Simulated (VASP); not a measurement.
```
W2B
1.0
   -2.78358     2.78358     2.38294
    2.78358    -2.78358     2.38294
    2.78358     2.78358    -2.38294
B W
2 4
Cartesian
  0.02851  -0.06317   1.19575
  0.02017  -0.04384   3.60277
  1.94246   1.06518   2.34466
  0.90405   1.93471   0.01003
 -1.04925   1.75928   2.37502
  3.72122   0.91500   0.00353
```

Computed with LDA (Ceperley-Alder, Perdew-Zunger), VASP's LDA PAW potentials (set 64) (plane waves; VASP). Run with 400 eV cut-off, 4×4×4 Γ-centred mesh, Gaussian smearing of 0.14 eV, potentials B W_sv.

At this cut-off the stress carries a Pulay error, which pulls relaxed volumes low. Unless said otherwise, spin-orbit coupling is left out, though it shifts the bands of the heavy elements here.

Problem. What does the run give for the energy per atom (σ→0), pressure, largest force, band gap (on the k-mesh) with the smallest direct gap where there is one?

Solution. 
- band gap (on the k-mesh): none (metal, semimetal or under 0.01 eV)
- energy per atom (σ→0): -12.058 eV/atom
- pressure: -3.72 GPa
- largest force: 4.037 eV/Å

Only differences to runs with the same potentials and settings are physical.

The structure comes from a computed database's BW2 entry; how it stands against other phases isn't given here. The cell was not relaxed at this level, atoms are displaced from their ideal sites. The k-mesh is coarse (spacing up to 0.43 per Å, 2π included), so the numbers may not be converged in it.
